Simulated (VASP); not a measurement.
All values below come from HSE06 screened hybrid, VASP's PBE PAW potentials (set 64) (plane waves; VASP).

Input for VASP

**KPOINTS**
```
Automatic mesh
0
Gamma
 2 2 2
0 0 0
```

### INCAR
```
SYSTEM = LaAs
PREC = Accurate
ENCUT = 400
EDIFF = 1E-6
NELM = 100
ALGO = Normal
LREAL = .FALSE.
LASPH = .TRUE.
ISMEAR = 0
SIGMA = 0.05
GGA = PE
LMAXMIX = 6
LWAVE = .FALSE.
LCHARG = .FALSE.
ISIF = 2
HFSCREEN = 0.2
AEXX = 0.25
LHFCALC = .TRUE.
PRECFOCK = Fast
ISYM = 3
```

File POSCAR:
```
LaAs
1
    2.1664550000     1.2508030000     3.7078770000
   -2.1664550000     1.2508030000     3.7078770000
    0.0000000000    -2.5016060000     3.7078770000
La As
1 1
Direct
  0.7624000000   0.7624000000   0.7624000000
  0.2376000000   0.2376000000   0.2376000000
```

POTCAR, in this order: La As (PBE.64 set). Program: vasp_std.

Gaps are read on the run's mesh, which can miss a band edge.

**Question.** What does the run give for the energy per atom (σ→0), largest force, band gap (on the k-mesh)?

**Answer.** 
- energy per atom (σ→0) = -6.828 eV/atom
- band gap (on the k-mesh) = 1.08 eV
- largest force = 1.300 eV/Å

**OSZICAR**
```
...
DAV:  17    -0.136560325099E+02    0.90789E-05   -0.70678E-07    96   0.126E-02    0.109E-02
DAV:  18    -0.136560265765E+02    0.59334E-05   -0.62164E-07    96   0.148E-02    0.695E-03
DAV:  19    -0.136560229742E+02    0.36022E-05   -0.45353E-07    96   0.146E-02    0.461E-03
DAV:  20    -0.136560203493E+02    0.26250E-05   -0.39199E-07    96   0.147E-02    0.309E-03
DAV:  21    -0.136560188589E+02    0.14903E-05   -0.29576E-07    96   0.125E-02    0.220E-03
DAV:  22    -0.136560177143E+02    0.11447E-05   -0.23060E-07    96   0.121E-02    0.156E-03
DAV:  23    -0.136560171281E+02    0.58619E-06   -0.18111E-07    96   0.101E-02
   1 F= -.13656017E+02 E0= -.13656017E+02  d E =-.483193E-15
```

The structure was generated: LaAs was put into the alpha-GeTe type (R3m), which need not be its known phase. The cell was not relaxed at this level. The k-mesh is coarse (spacing up to 0.88 per Å, 2π included), so the numbers may not be converged in it.
